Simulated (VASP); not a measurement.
These are PBE GGA with D3 dispersion (zero damping), VASP's PBE PAW potentials (set 64) (plane waves; VASP 6.6.1) values and carry that method's errors.

The input files of a VASP run:

### POSCAR
```
Pd
2.7480020
  0.0000000000   0.7071066821   0.7071066821
  0.7071066821   0.0000000000   0.7071066821
  0.7071066821   0.7071066821   0.0000000000
Pd
1
direct
  0.0000000000   0.0000000000   0.0000000000
```

**INCAR**
```
SYSTEM = Pd
PREC = Accurate
ENCUT = 520
EDIFF = 1E-7
NELM = 100
ALGO = Normal
LREAL = .FALSE.
LASPH = .TRUE.
ISMEAR = 0
SIGMA = 0.05
GGA = PE
IVDW = 11
LMAXMIX = 4
LWAVE = .FALSE.
LCHARG = .FALSE.
LORBIT = 11
ICHARG = 11
```

**KPOINTS**
```
k-points along high-symmetry lines
15
Line-mode
Reciprocal
  0.000000   0.000000   0.000000 ! GAMMA
  0.500000   0.000000   0.500000 ! X

  0.500000   0.000000   0.500000 ! X
  0.625000   0.250000   0.625000 ! U

  0.375000   0.375000   0.750000 ! K
  0.000000   0.000000   0.000000 ! GAMMA

  0.000000   0.000000   0.000000 ! GAMMA
  0.500000   0.500000   0.500000 ! L

  0.500000   0.500000   0.500000 ! L
  0.500000   0.250000   0.750000 ! W

  0.500000   0.250000   0.750000 ! W
  0.500000   0.000000   0.500000 ! X
```

POTCAR, in this order: Pd (PBE.64 set). Program: vasp_std. Read from the step before: CHGCAR.

**Question.** What will the output report for the number of irreducible k-points (NKPTS), largest plane-wave count, number of space-group operations, FFT grid (NGX, NGY, NGZ)?

**Answer.** 
| Quantity | Result |
|---|---|
| number of irreducible k-points (NKPTS) | 90 |
| largest plane-wave count | 411 |
| number of space-group operations | 48 |
| FFT grid (NGX, NGY, NGZ) | 20 × 20 × 20 |

The compound is Pd in the fcc structure. It was relaxed first.
